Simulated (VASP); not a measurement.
CuGe3:

```
CELL_PARAMETERS angstrom
-2.11009 2.11009 4.22691
2.11009 -2.11009 4.22691
2.11009 2.11009 -4.22691
ATOMIC_POSITIONS crystal
Cu 0.00000 0.00000 0.00000
Ge 0.50000 0.50000 0.00000
Ge 0.75000 0.25000 0.50000
Ge 0.25000 0.75000 0.50000
```

The cell was built by a generator and needn't be a form met in nature.

```yaml
Program: VASP 6.6.1
Task: relaxation of cell and atoms
Functional: PBE
Potentials_or_basis: VASP PAW PBE potentials, release 64 (Cu, Ge_d)
Cutoff: 600 eV
k_mesh: 9 × 9 × 9
Occupations: gaussian, width 0.05 eV
Spin: no spin polarisation
```

At the start: pressure -4.5 GPa; volume 18.82 Å³/atom.

How do energy, volume and symmetry change on relaxing?

Over 3 steps the energy falls by 20.4 meV/atom and the volume is 17.48 Å³/atom (-7.1 %); space group I4/mmm (No. 139, to 0.05 Å).

Step by step:
```csv
step,energy change (eV),largest force (eV/Å),pressure (GPa),volume (Å³)
1,0.0000,0.0000,-4.46,75.28
2,-0.0816,0.0000,0.22,69.72
3,-0.0818,0.0000,0.00,69.92
```

Final structure:
```xyz
4
Lattice="-2.0584 2.0584 4.1253 2.0584 -2.0584 4.1253 2.0584 2.0584 -4.1253" Properties=species:S:1:pos:R:3 pbc="T T T"
Cu    0.0000    0.0000    0.0000
Ge    0.0000    0.0000    4.1253
Ge    0.0000    2.0584    2.0627
Ge    2.0584    0.0000    2.0627
```
